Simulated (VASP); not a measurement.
HfN (rock salt) relaxed at rising pressure, in one space group throughout; other phases were not tried. The pressures are those reached. Computed with PBEsol GGA, VASP's PBE PAW potentials (set 64) (plane waves; VASP).

| P (GPa) | V (Å³/atom) | k-mesh |
|---|---|---|
| -0.17 | 11.318 | 14×14×14 |
| 4.94 | 11.129 | 14×14×14 |
| 9.94 | 10.959 | 14×14×14 |
| 19.72 | 10.661 | 14×14×14 |
| 29.98 | 10.389 | 14×14×14 |

A change of mesh leaves a small step in the series.

Task: Fit an equation of state and predict the volume at 44.86 GPa.

Result: Least squares on the third-order Birch-Murnaghan form, P = (3B0/2)(y⁷ − y⁵)[1 + (3/4)(B′ − 4)(y² − 1)] with y = (V0/V)^(1/3), gives V0 = 11.312 Å³/atom, B0 = 293 GPa and B′ = 4.3, and so 10.049 Å³/atom. The run gave 10.046 Å³/atom, -0.0 % from the fit.

Pressures at which the relaxation failed are left out.

The compound is HfN in the rock salt structure. The electron count is odd and the run is not spin-polarised, which forces a metal.
